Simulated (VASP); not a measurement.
Method: vdW-DF-cx, VASP's PBE PAW potentials (set 64) (plane waves; VASP).

A VASP calculation is set up with these files.

POSCAR:
```
NaI
1
    0.0000000000     3.2350000000     3.2350000000
    3.2350000000     0.0000000000     3.2350000000
    3.2350000000     3.2350000000     0.0000000000
Na I
1 1
Direct
  0.0000000000   0.0000000000   0.0000000000
  0.5000000000   0.5000000000   0.5000000000
```

### KPOINTS
```
kpoints
0
Gamma
  7 7 7
```

### INCAR
```
LUSE_VDW = .TRUE.
LREAL = .FALSE.   ! projection in real space or not
NELM = 100   ! most electronic steps
ENCUT = 520   ! plane-wave cut-off (eV)
ALGO = Normal   ! blocked Davidson
IBRION = 2   ! conjugate gradients
AGGAC = 0.0
EDIFFG = -0.01   ! ionic stop
LMAXMIX = 4   ! l cut-off of mixed one-centre charges
LCHARG = .FALSE.
PREC = Accurate
GGA = CX
NSW = 60   ! most ionic steps
LWAVE = .FALSE.
LASPH = .TRUE.   ! aspherical one-centre terms
ISMEAR = 0   ! Gaussian
SYSTEM = NaI
EDIFF = 1E-6
SIGMA = 0.05   ! width (eV)
ISIF = 3
```

POTCAR, in this order: Na_pv I (PBE.64 set). Program: vasp_std.

Output of the run:

### OUTCAR
```
 ion  position               nearest neighbor table
   1  0.000  0.000  0.000-
   2  0.500  0.500  0.500-
  LATTYP: Found a face centered cubic cell.
 ALAT       =     6.4700000000
 Subroutine PRICEL returns:
 Original cell was already a primitive cell.
 Subroutine GETGRP returns: Found 48 space group operations
The static configuration has the point symmetry O_h .
The dynamic configuration has the point symmetry O_h .
 Subroutine INISYM returns: Found 48 space group operations
 Subroutine IBZKPT returns following result:
 Found     20 irreducible k-points:

 Following reciprocal coordinates:
            Coordinates               Weight
  0.000000  0.000000  0.000000      1.000000
  0.142857  0.000000  0.000000      8.000000
  0.285714  0.000000  0.000000      8.000000
  0.428571  0.000000  0.000000      8.000000
  0.142857  0.142857  0.000000      6.000000
  0.285714  0.142857  0.000000     24.000000
  0.428571  0.142857  0.000000     24.000000
 -0.428571  0.142857  0.000000     24.000000
 -0.285714  0.142857  0.000000     24.000000
...
```

**OSZICAR**
```
       N       E                     dE             d eps       ncg     rms          rms(c)
DAV:   1     0.847752228914E+02    0.84775E+02   -0.67160E+03   440   0.112E+03
DAV:   2     0.549686050959E+01   -0.79278E+02   -0.75806E+02   470   0.239E+02
DAV:   3    -0.121261808996E+01   -0.67095E+01   -0.66723E+01   539   0.715E+01
DAV:   4    -0.140602158667E+01   -0.19340E+00   -0.19331E+00   551   0.127E+01
DAV:   5    -0.141024512480E+01   -0.42235E-02   -0.42235E-02   538   0.179E+00    0.143E+00
DAV:   6    -0.135586512091E+01    0.54380E-01   -0.89336E-02   500   0.202E+00    0.960E-01
DAV:   7    -0.135087793757E+01    0.49872E-02   -0.74010E-02   503   0.176E+00    0.529E-01
DAV:   8    -0.135335627114E+01   -0.24783E-02   -0.62808E-03   449   0.835E-01    0.110E-01
DAV:   9    -0.135331728175E+01    0.38989E-04   -0.11960E-04   521   0.129E-01    0.328E-02
DAV:  10    -0.135334458965E+01   -0.27308E-04   -0.52951E-05   479   0.927E-02    0.569E-03
DAV:  11    -0.135334572548E+01   -0.11358E-05   -0.48060E-06   512   0.284E-02    0.263E-03
DAV:  12    -0.135334617680E+01   -0.45131E-06   -0.93878E-07   461   0.830E-03
   1 F= -.13533462E+01 E0= -.13533462E+01  d E =-.135335E+01
       N       E                     dE             d eps       ncg     rms          rms(c)
DAV:   1    -0.135434301640E+01   -0.99729E-03   -0.20497E-02   497   0.214E+00    0.179E-01
DAV:   2    -0.135365770082E+01    0.68532E-03   -0.86677E-04   491   0.350E-01    0.867E-02
DAV:   3    -0.135347359092E+01    0.18411E-03   -0.49749E-04   497   0.238E-01    0.383E-02
DAV:   4    -0.135347130675E+01    0.22842E-05   -0.71204E-06   490   0.297E-02    0.369E-02
DAV:   5    -0.135346606128E+01    0.52455E-05   -0.10806E-06   449   0.121E-02    0.698E-03
DAV:   6    -0.135346556942E+01    0.49186E-06   -0.11082E-06   238   0.125E-02
   2 F= -.13534656E+01 E0= -.13534656E+01  d E =-.119393E-03
```

File OUTCAR:
```
------------------------ aborting loop because EDIFF is reached ----------------------------------------
  FORCE on cell =-STRESS in cart. coord.  units (eV):
  Direction    XX          YY          ZZ          XY          YZ          ZX
  --------------------------------------------------------------------------------------
  Total       -0.0186503     -0.0186503     -0.0186503     -0.0000000      0.0000000      0.0000000
  in kB       -0.4428378     -0.4428378     -0.4428378     -0.0000000      0.0000000      0.0000000
  external PRESSURE =      -0.4428378 kB  Pullay stress =       0.0000000 kB
  volume of cell :       67.48
      direct lattice vectors                 reciprocal lattice vectors
     0.000000000  3.231275070  3.231275070    -0.154737678  0.154737678  0.154737678
     3.231275070  0.000000000  3.231275070     0.154737678 -0.154737678  0.154737678
     3.231275070  3.231275070 -0.000000000     0.154737678  0.154737678 -0.154737678
  FREE ENERGIE OF THE ION-ELECTRON SYSTEM (eV)
  ---------------------------------------------------
  free  energy   TOTEN  =        -1.3534655694 eV

  energy  without entropy=       -1.3534655694  energy(sigma->0) =       -1.35346557

 reached required accuracy - stopping structural energy minimisation
```
(Selected blocks of OUTCAR.)

**CONTCAR**
```
NaI
   1.00000000000000
     0.0000000000000000    3.2312750700818067    3.2312750700818067
     3.2312750700818067    0.0000000000000000    3.2312750700818067
     3.2312750700818067    3.2312750700818067   -0.0000000000000000
  Na              I
     1     1
Direct
     1.0000000000000000    1.0000000000000000    0.0000000000000000
     0.5000000000000000    0.5000000000000000    0.5000000000000000
```

### OUTCAR
```
 val. band max:        0.8057480010   @ k =   0.0000   0.0000   0.0000

 cond. band min:       4.5342653128   @ k =   0.0000   0.0000   0.0000


 Fermi energy:         1.0229775958

 k-point     1 :       0.0000    0.0000    0.0000
  band No.  band energies     occupation
      1     -21.5590      2.00000
      2     -21.5590      2.00000
      3     -21.5590      2.00000
      4     -10.2419      2.00000
      5       0.8057      2.00000
      6       0.8057      2.00000
      7       0.8057      2.00000
      8       4.5343      0.00000
      9       8.7116      0.00000
     10       8.7116      0.00000
     11       8.7116      0.00000

 k-point     2 :       0.1429    0.0000    0.0000
  band No.  band energies     occupation
      1     -21.5600      2.00000
      2     -21.5590      2.00000
      3     -21.5590      2.00000
      4     -10.1859      2.00000
      5       0.2315      2.00000
      6       0.7475      2.00000
      7       0.7475      2.00000
      8       5.1735      0.00000
      9       8.3016      0.00000
     10       8.8951      0.00000
     11       8.8951      0.00000

 k-point     3 :       0.2857    0.0000    0.0000
  band No.  band energies     occupation
      1     -21.5623      2.00000
      2     -21.5592      2.00000
      3     -21.5592      2.00000
      4     -10.0543      2.00000
      5      -0.7064      2.00000
      6       0.6238      2.00000
      7       0.6238      2.00000
      8       5.8825      0.00000
      9       8.5456      0.00000
     10       8.6844      0.00000
     11       8.6844      0.00000

 k-point     4 :       0.4286    0.0000    0.0000
  band No.  band energies     occupation
      1     -21.5641      2.00000
      2     -21.5593      2.00000
      3     -21.5593      2.00000
      4      -9.9421      2.00000
      5      -1.3024      2.00000
      6       0.5311      2.00000
      7       0.5311      2.00000
      8       5.9121      0.00000
      9       8.3405      0.00000
...
```

Unless said otherwise, spin-orbit coupling is left out, though it shifts the bands of the heavy elements here.

The compound is NaI in the rock salt structure. This run relaxes it. Symmetry was kept, so distortions that lower it aren't found.
